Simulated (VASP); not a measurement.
Method: PBE GGA, VASP's PBE PAW potentials (set 64) (plane waves; VASP).

A VASP calculation is set up with these files.

### INCAR
```
SYSTEM = AgCl
PREC = Accurate
ENCUT = 400
EDIFF = 1E-6
NELM = 100
ALGO = Normal
LREAL = .FALSE.
LASPH = .TRUE.
ISMEAR = 0
SIGMA = 0.05
GGA = PE
LMAXMIX = 4
LWAVE = .FALSE.
LCHARG = .FALSE.
IBRION = 2
ISIF = 3
NSW = 60
EDIFFG = -0.01
```

KPOINTS:
```
Automatic mesh
0
Gamma
7 7 7
0 0 0
```

### POSCAR
```
AgCl
1
    0.0000000000     2.7985296693     2.7985296693
    2.7985296693     0.0000000000     2.7985296693
    2.7985296693     2.7985296693     0.0000000000
Ag Cl
1 1
Direct
  0.0000000000   0.0000000000   0.0000000000
  0.5000000000   0.5000000000   0.5000000000
```

POTCAR, in this order: Ag Cl (PBE.64 set). Program: vasp_std.

### Question
What does the run give for the energy per atom (σ→0)?

### Answer

- energy per atom (σ→0) = -2.700 eV/atom

### OSZICAR
```
...
DAV:   6    -0.540479136040E+01    0.18473E+00   -0.33541E-01   558   0.787E+00    0.389E+00
DAV:   7    -0.540114161062E+01    0.36497E-02   -0.10593E-01   535   0.259E+00    0.194E+00
DAV:   8    -0.540047885895E+01    0.66275E-03   -0.57318E-03   540   0.931E-01    0.306E-01
DAV:   9    -0.540053941491E+01   -0.60556E-04   -0.71671E-04   600   0.397E-01    0.486E-02
DAV:  10    -0.540061185509E+01   -0.72440E-04   -0.12245E-04   525   0.109E-01    0.290E-02
DAV:  11    -0.540061762890E+01   -0.57738E-05   -0.55262E-06   555   0.210E-02    0.472E-03
DAV:  12    -0.540061766620E+01   -0.37293E-07   -0.23923E-07   335   0.627E-03
   1 F= -.54006177E+01 E0= -.54006177E+01  d E =-.540062E+01
```

The compound is AgCl in the rock salt structure. It was relaxed first. The start is the result of an earlier pass.
